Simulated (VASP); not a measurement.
Here is the system:

```xyz
2
Lattice="0.0000 3.2281 3.2281 3.2281 0.0000 3.2281 3.2281 3.2281 0.0000" Properties=species:S:1:pos:R:3 pbc="T T T"
Ba     0.0000     0.0000     0.0000
S      3.2281     3.2281     3.2281
```

Method: PBE GGA, VASP's PBE PAW potentials (set 64) (plane waves; VASP). Numerical set-up: 520 eV cut-off, Gaussian smearing of 0.050 eV, potentials Ba_sv S.

Unless said otherwise, spin-orbit coupling is left out, though it shifts the bands of the heavy elements here.

Problem. Give the energies of bands 6 to 11 at the high-symmetry points, in eV from the valence-band maximum.

Solution. 
```
band     Γ      X      U      L      W
----  ----  -----  -----  -----  -----
6     0.00  -0.56  -0.92  -1.87  -1.07
7     0.00  -0.15  -0.59  -1.03  -0.51
8     0.00  -0.15  -0.56  -1.03  -0.51
9     3.44   2.16   3.30   5.43   4.26
10    3.86   5.83   5.86   5.59   4.26
11    3.86   5.85   6.42   6.18   6.13
```

The gap is indirect, 2.16 eV, from the valence maximum at Γ to the conduction minimum at X.

The compound is BaS in the rock salt structure. It was relaxed first.
